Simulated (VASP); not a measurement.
The system is Lu.

```
CELL_PARAMETERS angstrom
3.44958 0.00000 0.00000
-1.72479 2.98743 0.00000
0.00000 0.00000 5.35624
ATOMIC_POSITIONS crystal
Lu 0.33333 0.66667 0.25000
Lu 0.66667 0.33333 0.75000
```

Base run:

| Quantity | Value |
| --- | --- |
| Program | VASP 6.6.1 |
| Functional | PBEsol |
| Potentials or basis | VASP PAW PBE potentials, release 64 (Lu) |
| Cutoff | 700 eV |
| k mesh | 15 × 15 × 8 |
| Occupations | gaussian, width 0.1 eV |
| Spin | no spin polarisation |

Its results: band gap on the k mesh none (metal or under the smearing width); pressure -0.1 GPa.

Problem. After a change of settings the same cell gave: band gap on the k mesh none (metal or under the smearing width); pressure 2.9 GPa. Which change was it?
A. cutoff from 700 eV to 520 eV; occupations from gaussian, width 0.1 eV to gaussian, width 0.5 eV
B. functional from PBEsol to r2SCAN; cutoff from 700 eV to 520 eV
C. cutoff from 700 eV to 900 eV
D. cutoff from 700 eV to 520 eV; k mesh from 15 × 15 × 8 to 21 × 21 × 12

Solution. B.

Caveats: the PAW data sets were made with another functional, which shifts forces and pressure a little.
